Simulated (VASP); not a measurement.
Data:

```
CELL_PARAMETERS angstrom
      0.00000     2.68564     2.68564
      2.68564     0.00000     2.68564
      2.68564     2.68564     0.00000
ATOMIC_POSITIONS crystal
  Co 0.00000 0.00000 0.00000
  Si 0.25000 0.25000 0.25000
  Si 0.75000 0.75000 0.75000
```

Level of theory: optB88-vdW, VASP's PBE PAW potentials (set 64) (plane waves; VASP). Numerical set-up: 520 eV cut-off, 10×10×10 Γ-centred mesh, first-order Methfessel-Paxton smearing of 0.10 eV, potentials Co Si.

Task: Give the energy at these volumes per atom, relative to the lowest: 12.15, 12.54, 12.93, 13.31, 13.70 Å³.

Result: 27.1, 6.2, 0.0, 6.3, 23.0 meV/atom. A third-order Birch-Murnaghan fit gives B0 = 172 GPa and B0′ = 4.7.

Measured: a 5.365 Å (computed value off by +0.1 %), as given by Ganesh Hegde et al., Applied Physics Letters (2014), arXiv:1405.1317. The calculation is for a static lattice, while the measured a holds thermal and zero-point effects, which are part of the difference.

The compound is CoSi2 in the fluorite structure. It was relaxed first. The run is not spin-polarised, so no magnetic state was tried.
